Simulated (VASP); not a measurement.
# AlCr2C (P6_3/mmc) in VASP: further runs, part 2 of 2

VASP 6.6.1. Earlier steps stand in the parts before.

## Step 3: Relaxation of cell and atoms, LDA

This run uses another cell than the first one, of 10.53 Å³/atom, 0.967 times its volume.

Input file INCAR:

```
PREC = Accurate
ENCUT = 600
EDIFF = 1E-7
ISMEAR = 1
SIGMA = 0.1
LREAL = F
LASPH = T
NELM = 80
ALGO = Normal
ISIF = 3
LWAVE = F
LCHARG = F
IBRION = 2
NSW = 90
EDIFFG = -0.005
KPAR = 2
```

Input file KPOINTS:

```
Automatic mesh
0
Gamma
  15 15 3
```

Input file POSCAR:

```
AlCr2C                                  
1.0
    2.7934590734      0.0000000000      0.0000000000
   -1.3967295367      2.4192065220      0.0000000000
    0.0000000000      0.0000000000     12.4679666974
  Al              Cr              C             
     2     4     2
Direct
     0.6666666699999979    0.3333333300000021    0.2500000000000000
     0.3333333300000021    0.6666666699999979    0.7500000000000000
     0.3333333300000021    0.6666666699999979    0.4151992750927452
     0.6666666699999979    0.3333333300000021    0.9151992750927451
     0.6666666699999979    0.3333333300000021    0.5848007249072549
     0.3333333300000021    0.6666666699999979    0.0848007249072548
     0.0000000000000000    1.0000000000000000    0.5000000000000000
     0.0000000000000000    1.0000000000000000    0.0000000000000000
```

Potentials or basis: VASP PAW LDA potentials, release 64 (Al, Cr_pv, C).

The run is started by

```sh
$ cat potpaw_LDA.64/Al/POTCAR potpaw_LDA.64/Cr_pv/POTCAR potpaw_LDA.64/C/POTCAR > POTCAR
$ mpirun -np 2 vasp_std > vasp.out
```

OUTCAR:

```text
PREC = Accurate
   ENCUT = 600
   EDIFF = 1E-7
   ISMEAR = 1
   LREAL = F
   LASPH = T
   NELM = 80
   ISIF = 3
   IBRION = 2
   NSW = 90
   EDIFFG = -0.005

 ion  position               nearest neighbor table
   1  0.667  0.333  0.250-   3 2.62   6 2.62   3 2.62   6 2.62   3 2.62   6 2.62
   2  0.333  0.667  0.750-   4 2.62   5 2.62   4 2.62   5 2.62   4 2.62   5 2.62
   3  0.333  0.667  0.415-   7 1.93   7 1.93   7 1.93   1 2.62   1 2.62   1 2.62   5 2.66   5 2.66
                             5 2.66
[... 1185 lines left out ...]
  Total        0.0300444      0.0300444      0.0059689      0.0000000      0.0000000      0.0000000
  in kB        0.5712990      0.5712990      0.1134997      0.0000000      0.0000000      0.0000000
  external PRESSURE =       0.4186992 kB  Pullay stress =       0.0000000 kB

 VOLUME and BASIS-vectors are now :
 -----------------------------------------------------------------------------
  energy-cutoff  :      600.00
  volume of cell :       84.26
      direct lattice vectors                 reciprocal lattice vectors
     2.793459073  0.000000000  0.000000000     0.357979113  0.206679337  0.000000000
    -1.396729537  2.419206522  0.000000000     0.000000000  0.413358674  0.000000000
     0.000000000  0.000000000 12.467966697     0.000000000  0.000000000  0.080205540

 POSITION                                       TOTAL-FORCE (eV/Angst)
 -----------------------------------------------------------------------------------
      1.39673      0.80640      3.11699         0.000000      0.000000     -0.000000
     -0.00000      1.61280      9.35098         0.000000      0.000000     -0.000000
     -0.00000      1.61280      5.17669        -0.000000      0.000000     -0.002840
      1.39673      0.80640     11.41067         0.000000     -0.000000     -0.002840
      1.39673      0.80640      7.29128        -0.000000      0.000000      0.002840
     -0.00000      1.61280      1.05729         0.000000      0.000000      0.002840
      0.00000      0.00000      6.23398         0.000000      0.000000     -0.000000
      0.00000      0.00000      0.00000         0.000000      0.000000     -0.000000
 -----------------------------------------------------------------------------------
    total drift:                               -0.000008      0.000005     -0.000000

  FREE ENERGIE OF THE ION-ELECTRON SYSTEM (eV)
  ---------------------------------------------------
  free  energy   TOTEN  =       -73.0451184530 eV

  energy  without entropy=      -73.0428582244  energy(sigma->0) =      -73.04436504

 reached required accuracy - stopping structural energy minimisation
```

CONTCAR:

```text
AlCr2C
   1.00000000000000
     2.7934590734000002    0.0000000000000000    0.0000000000000000
    -1.3967295367000001    2.4192065220000001    0.0000000000000000
     0.0000000000000000    0.0000000000000000   12.4679666973999996
  Al              Cr              C
     2     4     2
Direct
     0.6666666699999979    0.3333333300000021    0.2500000000000000
     0.3333333300000021    0.6666666699999979    0.7500000000000000
     0.3333333300000021    0.6666666699999979    0.4151992750927462
     0.6666666699999979    0.3333333300000021    0.9151992750927462
     0.6666666699999979    0.3333333300000021    0.5848007249072538
     0.3333333300000021    0.6666666699999979    0.0848007249072538
     0.0000000000000000    0.0000000000000000    0.5000000000000000
     0.0000000000000000    0.0000000000000000    0.0000000000000000

  0.00000000E+00  0.00000000E+00  0.00000000E+00
  0.00000000E+00  0.00000000E+00  0.00000000E+00
  0.00000000E+00  0.00000000E+00  0.00000000E+00
  0.00000000E+00  0.00000000E+00  0.00000000E+00
  0.00000000E+00  0.00000000E+00  0.00000000E+00
  0.00000000E+00  0.00000000E+00  0.00000000E+00
  0.00000000E+00  0.00000000E+00  0.00000000E+00
  0.00000000E+00  0.00000000E+00  0.00000000E+00
```

Run time: 50 s. Hardware: 2 MPI ranks of Intel Xeon 6975P-C (Granite Rapids), shared host; peak memory 0.29 GiB.

Results:

```yaml
Free_energy: -73.0451 eV
Pressure_after_relaxing: 0.0 GPa
Band_gap_on_the_k_mesh: none (metal or under the smearing width)
```

Forces on the atoms (eV/Å):
```
Al   0.000  0.000  0.000
Al   0.000  0.000  0.000
Cr   0.000  0.000 -0.003
Cr   0.000  0.000 -0.003
Cr   0.000  0.000  0.003
Cr   0.000  0.000  0.003
C    0.000  0.000  0.000
C    0.000  0.000  0.000
```

Final structure:
```
Al Cr C
1.0
     2.79346    0.00000    0.00000
    -1.39673    2.41921    0.00000
     0.00000    0.00000   12.46797
Al Cr C
2 4 2
Direct
  0.66667 0.33333 0.25000
  0.33333 0.66667 0.75000
  0.33333 0.66667 0.41520
  0.66667 0.33333 0.91520
  0.66667 0.33333 0.58480
  0.33333 0.66667 0.08480
  0.00000 0.00000 0.50000
  0.00000 0.00000 0.00000
```

Caveat: the relaxation stopped at its first step, so nothing moved.
